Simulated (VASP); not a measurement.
# Ti2SnTe2 (P-3m1) in VASP: notebook

One crystal, Ti2SnTe2, is run at these levels: PBE; tasks: relaxation of cell and atoms.

Program: VASP 6.6.1. These are calculated values, not measurements. Logs are shortened: lines on timing, memory, paths and dates and some standing lists are left out, and cuts for length are marked.

### Step 1. The structure

The structure is trigonal, space group P-3m1 (No. 164). The conventional cell has a = 3.807 Å, b = 3.807 Å, c = 10.286 Å, α = 90.00°, β = 90.00°, γ = 120.00°. Ti (site symmetry 3m) is surrounded by 3 Te at 2.76 Å and 3 Sn at 2.83 Å. Sn (site symmetry -3m) has 6 Ti at 2.83 Å as nearest neighbours. Around Te (site symmetry 3m) lie 3 Ti at 2.76 Å.

The cell was built by a generator and needn't be a form met in nature.

### Step 2. Relaxation of cell and atoms, PBE

The input, INCAR:

```
ALGO = Normal
EDIFF = 1E-6
EDIFFG = -0.01
ENCUT = 520
GGA = PE
IBRION = 2
ISIF = 3
ISMEAR = 0
KPAR = 4
LASPH = T
LCHARG = F
LREAL = F
LWAVE = F
NELM = 120
NSW = 90
PREC = Accurate
SIGMA = 0.1
```

The input, KPOINTS:

```
k-points
0
Gamma
  10 10 4
```

The input, POSCAR:

```
Ti2SnTe2
1.0
    3.8071428900      0.0000000000      0.0000000000
   -1.9035714400      3.2970824600      0.0000000000
    0.0000000000      0.0000000000     10.2860000000
Ti Sn Te
2 1 2
Direct
    0.3333333300      0.6666666700      0.1733424100
    0.6666666700      0.3333333300      0.8266575900
    0.0000000000      0.0000000000      0.0000000000
    0.6666666700      0.3333333300      0.3362823300
    0.3333333300      0.6666666700      0.6637176700
```

Potentials or basis: VASP PAW PBE potentials, release 64 (Ti_sv, Sn_d, Te).

Started as:

```
$ cat potpaw_PBE.64/Ti_sv/POTCAR potpaw_PBE.64/Sn_d/POTCAR potpaw_PBE.64/Te/POTCAR > POTCAR
$ mpirun -np 4 vasp_std > vasp.out
```

OUTCAR:

```text
EDIFF = 1E-6
   EDIFFG = -0.01
   ENCUT = 520
   GGA = PE
   IBRION = 2
   ISIF = 3
   ISMEAR = 0
   LASPH = T
   LREAL = F
   NELM = 120
   NSW = 90
   PREC = Accurate

 ion  position               nearest neighbor table
   1  0.333  0.667  0.173-   4 2.76   4 2.76   4 2.76   3 2.83   3 2.83   3 2.83
   2  0.667  0.333  0.827-   5 2.76   5 2.76   5 2.76   3 2.83   3 2.83   3 2.83
   3  0.000  0.000  0.000-   1 2.83   2 2.83   1 2.83   2 2.83   2 2.83   1 2.83
   4  0.667  0.333  0.336-   1 2.76   1 2.76   1 2.76
   5  0.333  0.667  0.664-   2 2.76   2 2.76   2 2.76

  LATTYP: Found a hexagonal cell.
 ALAT       =     3.8071428900
 C/A-ratio  =     2.7017635789

  Lattice vectors:

 A1 = (   3.8071428900,   0.0000000000,   0.0000000000)
 A2 = (  -1.9035714400,   3.2970824600,   0.0000000000)
 A3 = (   0.0000000000,   0.0000000000,  10.2860000000)

Analysis of symmetry for initial positions (statically):
=====================================================================
 Subroutine PRICEL returns:
 Original cell was already a primitive cell.

 Routine SETGRP: Setting up the symmetry group for a
 hexagonal supercell.

 Subroutine GETGRP returns: Found 12 space group operations
 (whereof 12 operations were pure point group operations)
 out of a pool of 24 trial point group operations.

The static configuration has the point symmetry D_3d.

Analysis of symmetry for dynamics (positions and initial velocities):
=====================================================================
 Subroutine PRICEL returns:
 Original cell was already a primitive cell.

 Routine SETGRP: Setting up the symmetry group for a
 hexagonal supercell.

 Subroutine GETGRP returns: Found 12 space group operations
 (whereof 12 operations were pure point group operations)
 out of a pool of 24 trial point group operations.

The dynamic configuration has the point symmetry D_3d.

 Subroutine INISYM returns: Found 12 space group operations
 (whereof 12 operations are pure point group operations),
 and found     1 'primitive' translations

----------------------------------------------------------------------------------------

                                     Primitive cell

  volume of cell :     129.1146

  direct lattice vectors                    reciprocal lattice vectors
     3.807142890  0.000000000  0.000000000     0.262664163  0.151649225  0.000000000
    -1.903571440  3.297082460  0.000000000     0.000000000  0.303298450  0.000000000
     0.000000000  0.000000000 10.286000000     0.000000000  0.000000000  0.097219522

  length of vectors
     3.807142890  3.807142889 10.286000000     0.303298450  0.303298450  0.097219522

  position of ions in fractional coordinates (direct lattice)
[... 107 lines left out ...]
  Fermi-wavevector in a.u.,A,eV,Ry     =   1.193273  2.254958 19.373328  1.423899
  Thomas-Fermi vector in A             =   2.329291
   LORBIT       =      0    0 simple, 1 ext, 2 COOP (PROOUT), +10 PAW based schemes
   GGA     = PE    functional components
   LHFCALC =     F    Hartree Fock is set to
   AEXX    =    0.0000 exact exchange contribution
   IVDW    =     0    specifies the selected vdW correction
   LEPSILON=     F    determine dielectric tensor
   LRPA    =     F    only Hartree local field effects (RPA)
 conjugate gradient relaxation of ions
 non-spin polarized calculation
 Gauss-broadening in eV      SIGMA  =   0.10
  energy-cutoff  :      520.00
  volume of cell :      129.11
 maximum number of plane-waves:      3500
   NGX = 15   NGY = 15   NGZ = 39

--------------------------------------- Ionic step        1  -------------------------------------------

 number of electron      50.0000004 magnetization

 Free energy of the ion-electron system (eV)
  ---------------------------------------------------
  ext. energy  EPLUGINS =         0.00000000
  ---------------------------------------------------
  free energy    TOTEN  =       -28.04921379 eV

  energy without entropy =      -28.03960986  energy(sigma->0) =      -28.04441182

------------------------ aborting loop because EDIFF is reached ----------------------------------------

  FORCE on cell =-STRESS in cart. coord.  units (eV):
  Direction    XX          YY          ZZ          XY          YZ          ZX
  --------------------------------------------------------------------------------------
  -------------------------------------------------------------------------------------
  Total       -0.3339434     -0.3339434     -0.0181850     -0.0000000      0.0000000     -0.0000000
  in kB       -4.1438871     -4.1438871     -0.2256563     -0.0000000      0.0000000     -0.0000000
  external PRESSURE =      -2.8378102 kB  Pullay stress =       0.0000000 kB
[... 98 lines left out ...]
  FREE ENERGIE OF THE ION-ELECTRON SYSTEM (eV)
  ---------------------------------------------------
  free  energy   TOTEN  =       -28.0516211832 eV

  energy  without entropy=      -28.0419414391  energy(sigma->0) =      -28.04678131

 E-fermi :   6.9748     XC(G=0): -10.0034

 val. band max:        6.9604125556   @ k =   0.0000   0.1000   0.2500
 cond. band min:       6.9918031201   @ k =   0.5000  -0.0000   0.5000
 fundamental gap:      0.0313905646
 Fermi energy:         6.9747900266

 k-point     1 :       0.0000    0.0000    0.0000
  band No.  band energies     occupation
      1     -50.4781      2.00000
      2     -50.4775      2.00000
      3     -26.7404      2.00000
      4     -26.7318      2.00000
      5     -26.7318      2.00000
      6     -26.7299      2.00000
[... 781 lines left out ...]
     29       8.1786      0.00000
     30       8.3190      0.00000

 [... further k-points ...]

[... ionic steps 4 to 11 ...]

--------------------------------------- Ionic step       12  -------------------------------------------

 number of electron      50.0000000 magnetization

------------------------ aborting loop because EDIFF is reached ----------------------------------------
[... 73 lines left out ...]
--------------------------------------- Ionic step       14  -------------------------------------------

 number of electron      50.0000001 magnetization

 Free energy of the ion-electron system (eV)
  ---------------------------------------------------
  ext. energy  EPLUGINS =         0.00000000
  ---------------------------------------------------
  free energy    TOTEN  =       -28.06513482 eV

  energy without entropy =      -28.05631017  energy(sigma->0) =      -28.06072249

 E-fermi :   6.5821     XC(G=0):  -9.8069

 val. band max:        6.5722080033   @ k =   0.1000  -0.0000   0.5000
 cond. band min:       6.6458028947   @ k =   0.1000  -0.0000   0.2500
 fundamental gap:      0.0735948914
 Fermi energy:         6.5821495619

 k-point     1 :       0.0000    0.0000    0.0000
  band No.  band energies     occupation
      1     -50.8646      2.00000
      2     -50.8640      2.00000
      3     -27.1251      2.00000
      4     -27.1185      2.00000
      5     -27.1185      2.00000
      6     -27.1159      2.00000
[... 815 lines left out ...]
  FREE ENERGIE OF THE ION-ELECTRON SYSTEM (eV)
  ---------------------------------------------------
  free  energy   TOTEN  =       -28.0651348157 eV

  energy  without entropy=      -28.0563101729  energy(sigma->0) =      -28.06072249

 reached required accuracy - stopping structural energy minimisation
```

OSZICAR:

```text
N       E                     dE             d eps       ncg     rms          rms(c)
DAV:   1     0.555005334037E+03    0.55501E+03   -0.24085E+04  3018   0.190E+03
DAV:   2     0.510065822470E+02   -0.50400E+03   -0.49538E+03  3006   0.549E+02
DAV:   3    -0.248734042630E+02   -0.75880E+02   -0.73641E+02  4868   0.180E+02
[... 149 lines left out ...]
DAV:   5    -0.280650910218E+02   -0.35001E-04   -0.52351E-04  4538   0.902E-02    0.582E-02
DAV:   6    -0.280651085858E+02   -0.17564E-04   -0.28160E-05  3818   0.448E-02    0.346E-02
DAV:   7    -0.280651327975E+02   -0.24212E-04   -0.57229E-05  4680   0.348E-02    0.143E-02
DAV:   8    -0.280651345359E+02   -0.17384E-05   -0.74995E-06  4268   0.121E-02    0.621E-03
DAV:   9    -0.280651348157E+02   -0.27972E-06   -0.39797E-07  1860   0.392E-03
  14 F= -.28065135E+02 E0= -.28060722E+02  d E =-.446210E-03
```

CONTCAR:

```text
Ti2SnTe2
   1.00000000000000
     3.8066341432319915   -0.0000000000023259    0.0000000000000000
    -1.9033170666186781    3.2966418723746371    0.0000000000000000
    -0.0000000000000001    0.0000000000000002   10.5369646813823827
  Ti              Sn              Te
     2     1     2
Direct
     0.3333333300000021    0.6666666699999979    0.1666256237690989
     0.6666666699999979    0.3333333300000021    0.8333743762309008
     0.0000000000000000    0.0000000000000000    0.0000000000000000
     0.6666666699999979    0.3333333300000021    0.3258389634657606
     0.3333333300000021    0.6666666699999979    0.6741610365342394

  0.00000000E+00  0.00000000E+00  0.00000000E+00
  0.00000000E+00  0.00000000E+00  0.00000000E+00
  0.00000000E+00  0.00000000E+00  0.00000000E+00
  0.00000000E+00  0.00000000E+00  0.00000000E+00
  0.00000000E+00  0.00000000E+00  0.00000000E+00
```

Run time: 12 min. Hardware: 4 MPI ranks of Intel Xeon Platinum 8259CL at 2.50GHz (Skylake/Cascade Lake), shared host; peak memory 0.39 GiB.

Results:

```yaml
Free_energy: -28.0651 eV
Relaxed_volume: 26.45 Å³/atom
Relaxed_cell: a = 3.807 Å, b = 3.807 Å, c = 10.537 Å, α = 90.00°, β = 90.00°, γ = 120.00°
Space_group_after_relaxing_to_0.05_Å: P-3m1 (No. 164)
Energy_gained_by_relaxing: 3.2 meV/atom
Ionic_steps: 14
Pressure_after_relaxing: 0.0 GPa
Largest_force_after_relaxing: 0.009 eV/Å
Band_gap_on_the_k_mesh: none (metal or under the smearing width)
```

Forces on the atoms (eV/Å):
```
Ti   0.000  0.000  0.009
Ti   0.000  0.000 -0.009
Sn   0.000  0.000  0.000
Te   0.000  0.000 -0.003
Te   0.000  0.000  0.003
```

Step by step:
```
step  energy change (eV)  largest force (eV/Å)  pressure (GPa)  volume (Å³)
   1              0.0000                0.1177           -0.28       129.11
   2             -0.0023                0.0996            0.24       128.26
   3             -0.0024                0.0945            0.37       128.03
   4             -0.0042                0.0561            0.31       128.18
   5             -0.0059                0.1317            0.16       128.53
   6             -0.0078                0.1244            0.03       129.02
   7             -0.0110                0.1033           -0.30       130.50
   8             -0.0126                0.0587            0.06       130.21
   9             -0.0126                0.0689            0.11       130.16
  10             -0.0132                0.0639            0.16       130.30
  11             -0.0145                0.0487            0.19       130.74
  12             -0.0155                0.0385            0.27       131.61
  13             -0.0158                0.0274           -0.14       132.60
  14             -0.0159                0.0093            0.01       132.23
```

Final structure:
```cif
data_structure
_symmetry_space_group_name_H-M 'P 1'
_symmetry_Int_Tables_number 1
_cell_length_a 3.8066
_cell_length_b 3.8066
_cell_length_c 10.5370
_cell_angle_alpha 90.000
_cell_angle_beta 90.000
_cell_angle_gamma 120.000
_cell_volume 132.23
loop_
_atom_site_label
_atom_site_type_symbol
_atom_site_fract_x
_atom_site_fract_y
_atom_site_fract_z
_atom_site_occupancy
Ti1 Ti 0.33333 0.66667 0.16663 1
Ti2 Ti 0.66667 0.33333 0.83337 1
Sn1 Sn 0.00000 0.00000 0.00000 1
Te1 Te 0.66667 0.33333 0.32584 1
Te2 Te 0.33333 0.66667 0.67416 1
```

Levels at points of the mesh, in eV from the Fermi level:
| k point | band 22 | band 23 | band 24 | band 25 | band 26 | band 27 | band 28 | band 29 |
| --- | --- | --- | --- | --- | --- | --- | --- | --- |
| (0.00, 0.00, 0.00) | -1.09 | 0.24 | 0.34 | 0.34 | 0.57 | 0.57 | 0.58 | 0.99 |
| (0.50, 0.00, 0.00) | -1.75 | -1.46 | -1.18 | -0.44 | -0.12 | 0.32 | 1.13 | 1.20 |
| (0.00, 0.00, 0.50) | -1.06 | -0.78 | 0.34 | 0.34 | 0.57 | 0.57 | 0.84 | 1.00 |
| (0.50, 0.00, 0.50) | -1.67 | -1.57 | -1.45 | -0.28 | -0.04 | 0.27 | 1.13 | 1.20 |

Caveat: this functional lacks dispersion, which binds the layers, so the pressure and a relaxed spacing across them are unreliable. Spin-orbit coupling is left out, which matters for the levels of Te.

### Step 3. Relaxation of cell and atoms, PBE

This run uses another cell than the first one, of 26.45 Å³/atom, 1.024 times its volume.

The input, INCAR:

```
ALGO = Normal
EDIFF = 1E-7
EDIFFG = -0.005
ENCUT = 520
GGA = PE
IBRION = 2
ISIF = 3
ISMEAR = 0
KPAR = 4
LASPH = T
LCHARG = F
LREAL = F
LWAVE = F
NELM = 120
NSW = 60
POTIM = 0.3
PREC = Accurate
SIGMA = 0.1
```

KPOINTS is that of step 2.

The input, POSCAR:

```
Ti2SnTe2                                
1.0
    3.8066341432     -0.0000000000      0.0000000000
   -1.9033170666      3.2966418724      0.0000000000
   -0.0000000000      0.0000000000     10.5369646814
  Ti              Sn              Te            
     2     1     2
Direct
     0.3333333300000021    0.6666666699999979    0.1666256237690989
     0.6666666699999979    0.3333333300000021    0.8333743762309008
     0.0000000000000000    0.0000000000000000    0.0000000000000000
     0.6666666699999979    0.3333333300000021    0.3258389634657606
     0.3333333300000021    0.6666666699999979    0.6741610365342394
```

Potentials or basis: VASP PAW PBE potentials, release 64 (Ti_sv, Sn_d, Te).

Started as:

```
$ cat potpaw_PBE.64/Ti_sv/POTCAR potpaw_PBE.64/Sn_d/POTCAR potpaw_PBE.64/Te/POTCAR > POTCAR
$ mpirun -np 4 vasp_std > vasp.out
```

OUTCAR:

```text
EDIFF = 1E-7
   EDIFFG = -0.005
   ENCUT = 520
   GGA = PE
   IBRION = 2
   ISIF = 3
   ISMEAR = 0
   LASPH = T
   LREAL = F
   NELM = 120
   NSW = 60
   POTIM = 0.3
   PREC = Accurate

 ion  position               nearest neighbor table
   1  0.333  0.667  0.167-   4 2.76   4 2.76   4 2.76   3 2.81   3 2.81   3 2.81
   2  0.667  0.333  0.833-   5 2.76   5 2.76   5 2.76   3 2.81   3 2.81   3 2.81
   3  0.000  0.000  0.000-   1 2.81   2 2.81   1 2.81   2 2.81   2 2.81   1 2.81
   4  0.667  0.333  0.326-   1 2.76   1 2.76   1 2.76
   5  0.333  0.667  0.674-   2 2.76   2 2.76   2 2.76

  LATTYP: Found a hexagonal cell.
 ALAT       =     3.8066341432
 C/A-ratio  =     2.7680529005

  Lattice vectors:

 A1 = (   3.8066341432,   0.0000000000,   0.0000000000)
 A2 = (  -1.9033170666,   3.2966418724,   0.0000000000)
 A3 = (   0.0000000000,   0.0000000000,  10.5369646814)

Analysis of symmetry for initial positions (statically):
[... 386 lines left out ...]

  energy without entropy =      -28.05684322  energy(sigma->0) =      -28.06137963

 E-fermi :   6.5854     XC(G=0):  -9.8046

 val. band max:        6.5763957665   @ k =   0.1000  -0.0000   0.5000
 cond. band min:       6.6469810659   @ k =   0.1000  -0.0000   0.2500
 fundamental gap:      0.0705852994
 Fermi energy:         6.5853889609

 k-point     1 :       0.0000    0.0000    0.0000
  band No.  band energies     occupation
      1     -50.8648      2.00000
      2     -50.8643      2.00000
      3     -27.1260      2.00000
      4     -27.1182      2.00000
      5     -27.1182      2.00000
      6     -27.1157      2.00000
[... 781 lines left out ...]
     29       7.7847      0.00000
     30       7.9349      0.00000

 [... further k-points ...]

------------------------ aborting loop because EDIFF is reached ----------------------------------------

  FORCE on cell =-STRESS in cart. coord.  units (eV):
  Direction    XX          YY          ZZ          XY          YZ          ZX
  --------------------------------------------------------------------------------------
  -------------------------------------------------------------------------------------
  Total        0.0005079      0.0005079     -0.0049405      0.0000000     -0.0000000      0.0000000
  in kB        0.0061519      0.0061519     -0.0598440      0.0000000     -0.0000000      0.0000000
  external PRESSURE =      -0.0158467 kB  Pullay stress =       0.0000000 kB
[... 20 lines left out ...]
  FREE ENERGIE OF THE ION-ELECTRON SYSTEM (eV)
  ---------------------------------------------------
  free  energy   TOTEN  =       -28.0659160350 eV

  energy  without entropy=      -28.0568432181  energy(sigma->0) =      -28.06137963

 reached required accuracy - stopping structural energy minimisation
```

OSZICAR:

```text
N       E                     dE             d eps       ncg     rms          rms(c)
DAV:   1     0.552859668091E+03    0.55286E+03   -0.24287E+04  3006   0.188E+03
[... 100 lines left out ...]
DAV:   1    -0.280659214415E+02   -0.84630E-05   -0.45556E-03  3484   0.898E-01    0.569E-02
DAV:   2    -0.280659370861E+02   -0.15645E-04   -0.70066E-04  3012   0.219E-01    0.335E-02
DAV:   3    -0.280659188888E+02    0.18197E-04   -0.52517E-05  4222   0.611E-02    0.138E-02
DAV:   4    -0.280659164602E+02    0.24285E-05   -0.16444E-05  4402   0.297E-02    0.597E-03
DAV:   5    -0.280659161499E+02    0.31034E-06   -0.79031E-06  4326   0.164E-02    0.499E-03
DAV:   6    -0.280659159780E+02    0.17196E-06   -0.88620E-07  3666   0.579E-03    0.152E-03
DAV:   7    -0.280659160350E+02   -0.57064E-07   -0.15140E-07  2244   0.325E-03
  10 F= -.28065916E+02 E0= -.28061380E+02  d E =-.715437E-05
```

Wall time 6.9 min (4 MPI ranks of Intel Xeon Platinum 8259CL at 2.50GHz (Skylake/Cascade Lake), shared host); peak memory 0.39 GiB.

Results:

```yaml
Free_energy: -28.0659 eV
Relaxed_volume: 26.45 Å³/atom
Relaxed_cell: a = 3.802 Å, b = 3.802 Å, c = 10.565 Å, α = 90.00°, β = 90.00°, γ = 120.00°
Space_group_after_relaxing_to_0.05_Å: P-3m1 (No. 164)
Energy_gained_by_relaxing: 0.0 meV/atom
Ionic_steps: 10
Pressure_after_relaxing: 0.0 GPa
Band_gap_on_the_k_mesh: none (metal or under the smearing width)
```

Forces on the atoms (eV/Å):
```
Ti   0.000  0.000  0.000
Ti   0.000  0.000  0.000
Sn   0.000  0.000  0.000
Te   0.000  0.000 -0.003
Te   0.000  0.000  0.003
```

Final structure:
```
Ti Sn Te
1.0
     3.80218    0.00000    0.00000
    -1.90109    3.29279    0.00000
     0.00000    0.00000   10.56492
Ti Sn Te
2 1 2
Direct
  0.33333 0.66667 0.16675
  0.66667 0.33333 0.83325
  0.00000 0.00000 0.00000
  0.66667 0.33333 0.32577
  0.33333 0.66667 0.67423
```

Caveat: this functional lacks dispersion, which binds the layers, so the pressure and a relaxed spacing across them are unreliable.
